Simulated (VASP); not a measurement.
Consider the following.

```
Sc
1.0
    1.64035    -2.84118     0.00000
    1.64035     2.84118     0.00000
    0.00000     0.00000     5.08791
Sc
2
Direct
  0.33333   0.66667   0.25000
  0.66667   0.33333   0.75000
```

Level of theory: vdW-DF-cx, VASP's PBE PAW potentials (set 64) (plane waves; VASP 6.6.1). Run with 520 eV cut-off, Gaussian smearing of 0.050 eV, potentials Sc_sv.

**Question.** Give the energies of bands 9 to 14 at the high-symmetry points, in eV from the Fermi level.

**Answer.** 
```tsv
band	Γ	M	K	A	L	H
9	-5.19	-1.64	-0.73	-3.59	-1.52	-0.43
10	-1.68	-1.10	-0.73	-3.59	-1.52	-0.43
11	0.75	-0.72	-0.63	1.01	0.08	-0.14
12	1.62	-0.33	-0.55	1.01	0.08	-0.14
13	1.62	1.35	1.06	1.53	1.36	0.30
14	1.93	1.37	1.06	1.53	1.36	0.30
```

It has no gap at this level: it comes out as a metal or semimetal.

The compound is Sc in the hcp structure. It was relaxed first, which changed the volume by -5 %.
